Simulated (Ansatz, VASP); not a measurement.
# Rb2CdSe2O6 in two plane-wave programs, part 2 of 2

Aim: how closely do two programs agree when they are given the same cell, functional and k mesh? The cell is taken from a series of runs on this material, whose earlier steps may have relaxed, scaled, displaced or heated it; both programs get it as it stands.

VASP 6.6.1 and Ansatz 0.2.0.

So far: Starting point; Ansatz: G0W0 gap, HF with an exact-exchange share of 1.

### 3. VASP: G0W0 gap, HF with an exact-exchange share of 1

Level of this step: G0W0 on HF; plane waves and PAW (Rb_sv_GW, Cd_sv_GW, Se_GW, O_GW) (VASP).

The same cell, functional and mesh now go to VASP, with its own data sets.

Lines of VASP's logs that name or quote its potential files are left out, and so is its time.

The run reads the wave functions of an earlier VASP run, which isn't shown here.

The input, INCAR:

```
SYSTEM = Rb2CdSe2O6
PREC = Accurate
ENCUT = 440
ISMEAR = 0
SIGMA = 0.01
LREAL = .FALSE.
LHFCALC = .TRUE.
AEXX = 1
GGA = PE
ALDAC = 0
AGGAC = 0
LASPH = .TRUE.
NBANDS = 469
PRECFOCK = Fast
ALGO = EVGW0
NELMGW = 1
ENCUTGW = 100
NOMEGA = 64
NBANDSGW = 51
LWAVE = .FALSE.
LCHARG = .FALSE.
```

The input, POSCAR:

```
Rb2CdSe2O6
1.0
    2.8751500000      1.6599686265      6.5561666667
   -2.8751500000      1.6599686265      6.5561666667
    0.0000000000     -3.3199372529      6.5561666667
Rb Cd Se O
2 1 2 6
Direct
    0.8022665693      0.8022665693      0.8022665693
    0.1977334307      0.1977334307      0.1977334307
    0.0000000000      0.0000000000      0.0000000000
    0.6258540386      0.6258540386      0.6258540386
    0.3741459614      0.3741459614      0.3741459614
    0.7448088786      0.2765169800      0.7448088786
    0.7448088786      0.7448088786      0.2765169800
    0.2765169800      0.7448088786      0.7448088786
    0.2551911214      0.7234830200      0.2551911214
    0.7234830200      0.2551911214      0.2551911214
    0.2551911214      0.2551911214      0.7234830200
```

The input, KPOINTS:

```
Automatic mesh
0
Gamma
2 2 2
0 0 0
```

PAW data sets: Rb_sv_GW, Cd_sv_GW, Se_GW and O_GW (PBE family, release 64).

Started as:

```sh
export OMP_NUM_THREADS=3
mpirun -np 1 vasp_std
```

Numbers of over 12 decimals in the logs are rounded to 6 here.

Log:

```text
[banner, memory and clock lines left out]
running    1 mpi-ranks, on    1 nodes
 distrk:  each k-point on    1 cores,    1 groups
 distr:  one band on    1 cores,    1 groups
 Offloading initialized ...    1 GPUs detected
 POSCAR found type information on POSCAR RbCdSeO
 POSCAR found :  4 types and      11 ions
|                                                                             |
|           W    W    AA    RRRRR   N    N  II  N    N   GGGG   !!!           |
|           W    W   A  A   R    R  NN   N  II  NN   N  G    G  !!!           |
|           W    W  A    A  R    R  N N  N  II  N N  N  G       !!!           |
|           W WW W  AAAAAA  RRRRR   N  N N  II  N  N N  G  GGG   !            |
|           WW  WW  A    A  R   R   N   NN  II  N   NN  G    G                |
|           W    W  A    A  R    R  N    N  II  N    N   GGGG   !!!           |
|                                                                             |
|     The default for ENCUTGWSOFT is different in this version of VASP.       |
|     please manually set ENCUTGWSOFT =100 in the INCAR file.                 |
|                                                                             |

 LDA part: xc-table for (Slater+PW92), standard interpolation
 found WAVECAR, reading the header
 POSCAR, INCAR and KPOINTS ok, starting setup
 FFT: planning ... GRIDC
 FFT: planning ... GRID_SOFT
 FFT: planning ... GRID
 reading WAVECAR
 the WAVECAR file was read successfully
 initial charge from wavefunction
 available memory per node:   1659.13 GB, setting MAXMEM to   1698951

 The Fermi energy was updated, please check that it is located mid-gap
 values below the HOMO (VB) or above the LUMO (CB) will cause erroneous energies
 E-fermi :   3.7582

 calculate exact exchange contribution
 the WAVEDER file was read successfully
energies w=
    0.000    0.000    2.741    0.000    5.478    0.000    8.204    0.000
   10.917    0.000   13.611    0.000   16.282    0.000   18.929    0.000
   21.549    0.000   24.138    0.000   26.698    0.000   29.225    0.000
   31.722    0.000   34.188    0.000   36.624    0.000   39.033    0.000
   41.414    0.000   43.772    0.000   46.108    0.000   48.424    0.000
   50.725    0.000   53.014    0.000   55.293    0.000   57.567    0.000
   59.838    0.000   62.113    0.000   64.393    0.000   66.685    0.000
   68.992    0.000   71.319    0.000   73.672    0.000   76.057    0.000
   78.478    0.000   80.943    0.000   83.458    0.000   86.031    0.000
   88.669    0.000   91.382    0.000   94.178    0.000   97.069    0.000
  100.067    0.000  103.184    0.000  106.436    0.000  109.838    0.000
  113.409    0.000  117.172    0.000  121.150    0.000  125.370    0.000
  129.867    0.000  134.677    0.000  139.844    0.000  145.420    0.000
  151.467    0.000  158.059    0.000  165.283    0.000  173.249    0.000
  182.088    0.000  191.966    0.000  203.087    0.000  215.715    0.000
  230.190    0.000  246.958    0.000  266.618    0.000  289.992    0.000
 responsefunction array rank=     442
 LDA part: xc-table for (Slater+PW92), standard interpolation

 min. memory requirement per mpi rank    887.5 MB, per node    887.5 MB

 allocating  64 responsefunctions rank=   442
 shmem allocating  64 responsefunctions rank=   442
 response function shared by NCSHMEM nodes    1
 Doing            64  frequencies on each core in blocks of            64
NQ=   1    0.0000    0.0000    0.0000,
|.........|.........|.........|.........|.........|.........|.........|.........
 performed        484000 updates of chi_q(r,r)
 total number of BLAS operations        680.39 Gflops
NQ=   2    0.5000    0.0000    0.0000,
|.........|.........|.........|.........|.........|.........|.........|.........
 performed       1111000 updates of chi_q(r,r)
 total number of BLAS operations       1541.42 Gflops
NQ=   3    0.5000    0.5000    0.0000,
|.........|.........|.........|.........|.........|.........|.........|.........
 performed       1738000 updates of chi_q(r,r)
 total number of BLAS operations       2470.29 Gflops
NQ=   4    0.5000    0.5000    0.5000,
|.........|.........|.........|.........|.........|.........|.........|.........
 performed       2222000 updates of chi_q(r,r)
 total number of BLAS operations       3227.43 Gflops
 resolving degeneracies of screened two electron integrals

 calculate QP shifts <psi_nk| G(iteration)W_0 |psi_nk>: iteration 1
 entering main loop
```

From OUTCAR (step 3):

```text
ion  position               nearest neighbor table
   1  0.802  0.802  0.802-   2 3.54   2 3.54   2 3.54
   2  0.198  0.198  0.198-   1 3.54   1 3.54   1 3.54
   3  0.000  0.000  0.000-
   4  0.626  0.626  0.626-   7 1.72   6 1.72   8 1.72
   5  0.374  0.374  0.374-  11 1.72  10 1.72   9 1.72
   6  0.745  0.277  0.745-   4 1.72
   7  0.745  0.745  0.277-   4 1.72
   8  0.277  0.745  0.745-   4 1.72
   9  0.255  0.723  0.255-   5 1.72
  10  0.723  0.255  0.255-   5 1.72
  11  0.255  0.255  0.723-   5 1.72

  LATTYP: Found a trigonal (rhomboedric) cell.
 ALAT       =     7.3488301603
 COS(alpha) =     0.6938638689

 Subroutine GETGRP returns: Found 12 space group operations
 (whereof 12 operations were pure point group operations)

The static configuration has the point symmetry D_3d.

 Found      4 irreducible k-points:

   k-points           NKPTS =      4   k-points in BZ     NKDIM =      8   number of bands    NBANDS=    469

   dimension x,y,z NGX =    50 NGY =   50 NGZ =   50
   dimension x,y,z NGXF=   100 NGYF=  100 NGZF=  100

   ENCUT  =  440.0 eV  32.34 Ry    5.69 a.u.  12.57 12.57 12.57*2*pi/ulx,y,z

   NELECT =      86.0000    total number of electrons

  energy-cutoff  :      440.00
  volume of cell :      187.74
      direct lattice vectors                 reciprocal lattice vectors
     2.875150000  1.659968626  6.556166667     0.173903970  0.100403504  0.050842718
    -2.875150000  1.659968626  6.556166667    -0.173903970  0.100403504  0.050842718
     0.000000000 -3.319937253  6.556166667     0.000000000 -0.200807008  0.050842718

 k-points in reciprocal lattice and weights: Automatic mesh
   0.00000000  0.00000000  0.00000000       0.125
   0.50000000  0.00000000  0.00000000       0.375
   0.50000000  0.50000000  0.00000000       0.375
   0.50000000  0.50000000  0.50000000       0.125

 E-fermi :   3.7582

 QP shifts <psi_nk| G(iteration)W_0 |psi_nk>: iteration 1
 for sc-GW calculations column KS-energies equals QP-energies in previous step
 and V_xc(KS)=  KS-energies - (<T + V_ion + V_H > + <T+V_H+V_ion>^1  + <V_x>^1)
 k-point   1 :       0.0000    0.0000    0.0000
  band No.  KS-energies  QP-energies   sigma(KS)   V_xc(KS)     V^pw_x(r,r')   Z            occupation Imag(sigma)
    ...
     40      -4.1817      -1.3907     -22.9420     -26.0923     -26.0713       0.8859       2.0000       0.1975
     41      -4.1817      -1.3907     -22.9420     -26.0923     -26.0713       0.8859       2.0000       0.1975
     42      -3.7627      -1.9188     -18.4715     -20.5260     -20.5123       0.8975       2.0000       0.1517
     43      -3.5113      -1.6156     -18.7346     -20.8488     -20.8340       0.8967       2.0000       0.1523
     44      10.6858       8.4809      -9.2289      -6.8160      -6.8131       0.9138       0.0000      -0.1318
     45      10.6858       8.4809      -9.2289      -6.8160      -6.8131       0.9138       0.0000      -0.1318
     46      10.7765       8.0894      -8.9258      -6.0085      -6.0079       0.9211       0.0000      -0.1387
     47      12.3460       9.8660      -8.3328      -5.6288      -5.6281       0.9172       0.0000      -0.1433
    ...

 k-point   2 :       0.5000    0.0000    0.0000
  band No.  KS-energies  QP-energies   sigma(KS)   V_xc(KS)     V^pw_x(r,r')   Z            occupation Imag(sigma)
    ...
     40      -4.7436      -1.8331     -21.8859     -25.1873     -25.1726       0.8816       2.0000       0.2170
     41      -4.1904      -1.3728     -22.8858     -26.0701     -26.0489       0.8848       2.0000       0.1997
     42      -3.3790      -1.5140     -18.8035     -20.8795     -20.8656       0.8983       2.0000       0.1490
     43      -3.1700      -1.1944     -19.3675     -21.5678     -21.5510       0.8979       2.0000       0.1529
     44      10.6363       8.4728      -9.4590      -7.0910      -7.0867       0.9137       0.0000      -0.1305
     45      10.6846       8.4185      -9.7418      -7.2617      -7.2570       0.9137       0.0000      -0.1327
     46      11.8713       9.4739      -8.4433      -5.8251      -5.8235       0.9157       0.0000      -0.1409
     47      13.6715      10.9457      -9.7115      -6.7222      -6.7187       0.9119       0.0000      -0.1578
    ...

 k-point   3 :       0.5000    0.5000    0.0000
  band No.  KS-energies  QP-energies   sigma(KS)   V_xc(KS)     V^pw_x(r,r')   Z            occupation Imag(sigma)
    ...
     40      -4.7559      -1.8426     -21.8683     -25.1753     -25.1607       0.8809       2.0000       0.2176
     41      -4.1524      -1.3195     -22.9773     -26.1756     -26.1536       0.8858       2.0000       0.2000
     42      -3.2649      -1.3869     -18.9585     -21.0467     -21.0322       0.8994       2.0000       0.1482
     43      -3.1162      -1.1872     -19.2485     -21.3928     -21.3773       0.8996       2.0000       0.1503
     44      10.6326       8.3487      -9.5323      -7.0368      -7.0324       0.9152       0.0000      -0.1329
     45      10.8511       8.6857      -9.6835      -7.3058      -7.3010       0.9107       0.0000      -0.1328
     46      11.9009       9.5372      -9.0415      -6.4527      -6.4506       0.9130       0.0000      -0.1410
     47      13.5348      10.9556     -10.1724      -7.3439      -7.3422       0.9119       0.0000      -0.1525
    ...

 k-point   4 :       0.5000    0.5000    0.5000
  band No.  KS-energies  QP-energies   sigma(KS)   V_xc(KS)     V^pw_x(r,r')   Z            occupation Imag(sigma)
    ...
     40      -4.2444      -1.4810     -22.8380     -25.9600     -25.9398       0.8851       2.0000       0.1965
     41      -4.2444      -1.4810     -22.8380     -25.9600     -25.9398       0.8851       2.0000       0.1965
     42      -3.4723      -1.6910     -18.4663     -20.4465     -20.4342       0.8996       2.0000       0.1451
     43      -3.1515      -1.2518     -19.2573     -21.3697     -21.3544       0.8993       2.0000       0.1485
     44      10.8419       8.6099      -9.3319      -6.8855      -6.8825       0.9123       0.0000      -0.1344
     45      10.8419       8.6099      -9.3319      -6.8855      -6.8825       0.9123       0.0000      -0.1344
     46      11.3759       8.9071      -8.8434      -6.1562      -6.1569       0.9187       0.0000      -0.1364
     47      11.4026       8.6024     -10.0575      -6.9975      -6.9974       0.9151       0.0000      -0.1458
    ...
```

### 4. Differences

Known differences besides the potentials themselves: exact exchange at q = 0 is treated differently, which shows on coarse meshes; VASP keeps PBE cores, Ansatz makes them for the functional; fixed occupations in Ansatz, narrow Gaussian smearing in VASP; the data sets hold 106 valence electrons in Ansatz (on its PAW soft_1 files) and 86 in VASP; the cutoff is 420 eV in Ansatz and 440 eV in VASP; Ansatz integrates over frequency by contour deformation, VASP on a grid of NOMEGA points; Ansatz's G0W0 levels solve the quasiparticle equation, VASP's are linearised. Total energies have different zeros and are not compared.

The two programs side by side:

```csv
quantity,Ansatz,VASP,difference
G0W0 gap on the mesh (eV),9.06,9.28,-0.21
Kohn-Sham gap under it (eV),13.65,13.75,-0.10
```

### 5. What came out

```
difference in G0W0 gap on the mesh (G0W0 gap, HF with an exact-exchange share of 1) : -0.21 eV
```

What this shows: The difference in G0W0 gap on the mesh is -0.21 eV (G0W0 gap, HF with an exact-exchange share of 1). The data sets hold unlike numbers of valence electrons (106 in Ansatz and 86 in VASP), so part of the differences may come from the potentials. What causes the difference of the G0W0 gap, HF with an exact-exchange share of 1 pair stays open here. How closely two codes agree says nothing of how well the functional describes the real material.

[Lines on the potential files, build, host, timing and source positions are cut from VASP's logs without a mark.]

[Logs are printed without paths, hosts, clocks, repeated set-up lines and the standing remarks that a program may print on its own settings, such as how far it seeks lower states.]

[Hosts, paths, dates, database ids (printed as entryN), source tags and the programs' standing remarks are cut or masked in the printed files.]
